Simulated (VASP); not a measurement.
Energy against volume of Rh (fcc). These are optB86b-vdW, VASP's PBE PAW potentials (set 64) (plane waves; VASP) values and carry that method's errors. Settings: 520 eV cut-off, 16×16×16 Γ-centred mesh, first-order Methfessel-Paxton smearing of 0.10 eV, potentials Rh_pv.

```csv
V (Å³/atom),E (eV/atom)
13.340,-4.15958
13.753,-4.17170
14.166,-4.16222
14.578,-4.13480
```

Task: Fit these four points and predict the energy of the run at 12.928 Å³/atom.

Result: A cubic in V^(−2/3), the third-order Birch-Murnaghan form, passes through the four points with V0 = 13.77 Å³/atom and B0 = 277 GPa, and gives -4.1217 eV/atom there. The run gave -4.1215 eV/atom, +0.2 meV/atom from the fit; all five points give B0 = 277 GPa.

The compound is Rh in the fcc structure. It was relaxed first.
